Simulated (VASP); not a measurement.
Rb (bcc) is relaxed at rising pressure, each step from the one before. Symmetry mostly holds the structure type, and other phases were not tried. The mesh follows the cell, and a change of mesh leaves a small step in the series.

Given:

Space group Im-3m (No. 229); a = 5.3782 Å, b = 5.3782 Å, c = 5.3782 Å, α = 90.00°, β = 90.00°, γ = 90.00°

```
atom  site  symmetry       x       y       z
----  ----  --------  ------  ------  ------
Rb      2a      m-3m  0.0000  0.0000  0.0000
```
(The calculation used a cell of 1 atom; values per cell refer to that cell.)

Method: LDA (Ceperley-Alder, Perdew-Zunger), VASP's LDA PAW potentials (set 64) (plane waves; VASP). Run with 500 eV cut-off, 10×10×10 Γ-centred mesh, first-order Methfessel-Paxton smearing of 0.10 eV, potentials Rb_sv.

Energy and stress use the plane-wave basis of the starting cell.

| P (GPa) | V (Å³/atom) | H − H(0) (eV/atom) | space group | gap on the mesh (eV) | k-mesh |
|---|---|---|---|---|---|
| 0 | 77.78 | 0.000 | Im-3m | 0.00 | 10×10×10 |
| 5 | [?] | [?] | Im-3m | 0.00 | 12×12×12 |
| 10 | 35.77 | 2.988 | Im-3m | 0.00 | 12×12×12 |
| 20 | [?] | [?] | Im-3m | 0.00 | 14×14×14 |
| 30 | 20.66 | 6.263 | Im-3m | 0.00 | 15×15×15 |
| 45 | 18.14 | 8.070 | Im-3m | 0.00 | 15×15×15 |

Problem. Some entries are withheld; supply them.

Solution. 
- 20, V (Å³/atom): 25.61
- 20, H − H(0) (eV/atom): 4.838
- 5, V (Å³/atom): 44.81
- 5, H − H(0) (eV/atom): 1.744

Pressures at which the relaxation failed are left out.

The compound is Rb in the bcc structure.
